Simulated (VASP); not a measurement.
Here is the system:

```
Ta
1.0
   -1.66023     1.66023     1.66023
    1.66023    -1.66023     1.66023
    1.66023     1.66023    -1.66023
Ta
1
Direct
  0.00000   0.00000   0.00000
```

These are PBE GGA, VASP's PBE PAW potentials (set 64) (plane waves; VASP) values and carry that method's errors. Settings: 210 eV cut-off, 8×8×8 Γ-centred mesh, first-order Methfessel-Paxton smearing of 0.10 eV, potentials Ta_pv.

At this cut-off the stress carries a Pulay error, which pulls relaxed volumes low.  Energy and stress use the plane-wave basis of the starting cell.

Q: The ions, cell shape and volume are relaxed. Predict the relaxed structure.

A: 
```
Ta
1.0
   -1.64884     1.64884     1.64884
    1.64884    -1.64884     1.64884
    1.64884     1.64884    -1.64884
Ta
1
Direct
  0.00000   0.00000   0.00000
```
Space group Im-3m (229), at a tolerance of 0.03 Å.

Q: How do energy and volume change from the first to the last step?

A: The energy (σ→0) changes by -5.3 meV/atom and the volume by -2.0 %, in 4 ionic steps.

The structure comes from a computed database's Ta entry; how it stands against other phases isn't given here. This run relaxes it. Symmetry was kept, so distortions that lower it aren't found. The k-mesh is coarse (spacing up to 0.34 per Å, 2π included), so the numbers may not be converged in it. The run is one of a series of settings (EDIFFG = -0.01, ENCUT = 210, IBRION = 2, ISIF = 3, NSW = 50, KPOINTS 8×8×8 Γ-centred mesh against the base run), some of them coarse on purpose.
